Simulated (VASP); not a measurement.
Here is the system:

```
CELL_PARAMETERS angstrom
      1.58252    -2.74101     0.00000
      1.58252     2.74101     0.00000
      0.00000     0.00000     3.52529
ATOMIC_POSITIONS crystal
  Zr 0.00000 0.00000 0.00000
  B  0.33333 0.66667 0.50000
  B  0.66667 0.33333 0.50000
```

Method: vdW-DF-cx, VASP's PBE PAW potentials (set 64) (plane waves; VASP 6.6.1). Settings: 520 eV cut-off, Gaussian smearing of 0.050 eV, potentials Zr_sv B.

Problem. Give the energies of bands 6 to 12 at the high-symmetry points, in eV from the Fermi level.

Solution. 
```csv
band,Γ,M,K,A,L,H
6,-2.81,-8.66,-7.93,-7.13,-7.15,-8.92
7,-2.81,-4.07,-7.09,-1.12,-4.79,-5.08
8,-2.78,-3.21,-2.62,-1.12,-4.32,-2.84
9,-2.48,-2.88,-2.62,0.16,-2.14,-2.84
10,3.24,2.10,1.40,0.16,3.58,3.92
11,3.24,2.14,1.40,0.60,3.96,5.90
12,4.04,4.78,2.98,0.60,5.15,5.90
```

It has no gap at this level: it comes out as a metal or semimetal.

The compound is ZrB2 in the AlB2 type structure. It was relaxed first.
